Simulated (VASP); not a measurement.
Here is the system:

```
CdS
1.0
    0.00000     3.00764     3.00764
    3.00764     0.00000     3.00764
    3.00764     3.00764     0.00000
Cd S
1 1
Cartesian
  0.00000   0.00000   0.00000
  1.50382   1.50382   1.50382
```

All values below come from RPBE GGA, VASP's PBE PAW potentials (set 64) (plane waves; VASP). Run with 520 eV cut-off, Gaussian smearing of 0.050 eV, potentials Cd S.

### Question
Give the energies of bands 6 to 11 at the high-symmetry points, in eV from the valence-band maximum.

### Answer

```json
[
 {"band": "6", "Γ": "-7.09", "X": "-6.72", "U": "-6.63", "L": "-6.78", "W": "-6.59"},
 {"band": "7", "Γ": "0.00", "X": "-3.52", "U": "-3.47", "L": "-3.81", "W": "-3.44"},
 {"band": "8", "Γ": "0.00", "X": "-1.56", "U": "-2.10", "L": "-0.62", "W": "-1.85"},
 {"band": "9", "Γ": "0.00", "X": "-1.56", "U": "-1.27", "L": "-0.62", "W": "-1.84"},
 {"band": "10", "Γ": "1.13", "X": "3.89", "U": "4.33", "L": "3.00", "W": "5.09"},
 {"band": "11", "Γ": "6.63", "X": "4.30", "U": "5.37", "L": "7.08", "W": "5.62"}
]
```

The gap is direct, 1.13 eV, from the valence maximum at Γ to the conduction minimum at Γ.

Measured: gap 2.48 eV at 4 K (computed value off by -1.35 eV), as given by arXiv:1206.3780.

The compound is CdS in the zinc blende structure, a metastable form; wurtzite is the usual one. It was relaxed first, which changed the volume by +10 %.
